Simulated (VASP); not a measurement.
All values below come from PBEsol GGA, VASP's PBE PAW potentials (set 64) (plane waves; VASP 6.6.1).

VASP ran on this input.

INCAR:
```
SYSTEM = WTe
PREC = Accurate; ENCUT = 400; LREAL = .False.
LASPH = .True.; ICHARG = 11
EDIFF = 1E-7; NELM = 100; ALGO = Normal
LMAXMIX = 6
ISMEAR = 0; SIGMA = 0.05
GGA = PS
LWAVE = .False.; LCHARG = .False.; LORBIT = 11
```

**KPOINTS**
```
k-points along high-symmetry lines
10
Line-mode
Reciprocal
  0.000000   0.000000   0.000000 ! GAMMA
  0.500000  -0.000000   0.000000 ! M

  0.500000  -0.000000   0.000000 ! M
  0.333333   0.333333   0.000000 ! K

  0.333333   0.333333   0.000000 ! K
  0.000000   0.000000   0.000000 ! GAMMA

  0.000000   0.000000   0.000000 ! GAMMA
  0.000000   0.000000   0.500000 ! A

  0.000000   0.000000   0.500000 ! A
  0.500000  -0.000000   0.500000 ! L

  0.500000  -0.000000   0.500000 ! L
  0.333333   0.333333   0.500000 ! H

  0.333333   0.333333   0.500000 ! H
  0.000000   0.000000   0.500000 ! A

  0.500000  -0.000000   0.500000 ! L
  0.500000  -0.000000   0.000000 ! M

  0.333333   0.333333   0.500000 ! H
  0.333333   0.333333   0.000000 ! K
```

File POSCAR:
```
WTe
1
    4.3495476437     0.0000000000    -0.0000000000
   -2.1747738220     3.7668184961     0.0000000000
    0.0000000000    -0.0000000000     5.1510088000
W Te
2 2
Direct
  0.0000000000   1.0000000000   0.0000000000
  0.0000000000   1.0000000000   0.5000000000
  0.3333330000   0.6666670000   0.2500000000
  0.6666670000   0.3333330000   0.7500000000
```

POTCAR, in this order: W_sv Te (PBE.64 set). Program: vasp_std. Read from the step before: CHGCAR.

### Question
What will the output report for the number of irreducible k-points (NKPTS), number of bands (NBANDS), largest plane-wave count, number of space-group operations, FFT grid (NGX, NGY, NGZ)?

### Answer

```json
{
  "number of irreducible k-points (NKPTS)": "90",
  "number of bands (NBANDS)": "24",
  "largest_plane_wave_count": "1560",
  "number_of_space_group_operations": "24",
  "FFT grid (NGX, NGY, NGZ)": "28 × 28 × 36"
}
```

The structure was generated: WTe was put into the NiAs type type (P6_3/mmc), which need not be its known phase. It was relaxed first, which changed the volume by -36 %.
